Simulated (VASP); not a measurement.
A cell of As (a7) near equilibrium:

```
CELL_PARAMETERS angstrom
      3.53429    -1.89447    -0.05383
      3.53429     1.89447    -0.05383
      2.56656     0.00000     3.08155
ATOMIC_POSITIONS crystal
  As 0.23050 0.23050 0.23050
  As 0.76950 0.76950 0.76950
```

Calculation: PBEsol GGA, VASP's PBE PAW potentials (set 64) (plane waves; VASP 6.6.1).

```
run               ΔE (meV/atom)    σxx   σyy   σzz  largest shear component, with its sign (GPa)  largest force (eV/Å)
----------------  -------------  -----  ----  ----  --------------------------------------------  --------------------
as it is                    0.0  -0.03  0.00  0.00                                         -0.01                 0.001
after one change            2.7   0.52  2.27  1.90                                          0.03                 0.008
```
Stress is in GPa, positive when the cell is compressed.

Q: Which change was made?
(A) atom 2 (As) moved by 0.100 Å along z
(B) atom 2 (As) moved by 0.200 Å along x
(C) biaxial strain of -1.0 % in the yz plane with the ions relaxed
(D) biaxial strain of +0.5 % in the yz plane with the ions relaxed

A: C, biaxial strain of -1.0 % in the yz plane with the ions relaxed

The compound is As in the a7 structure.
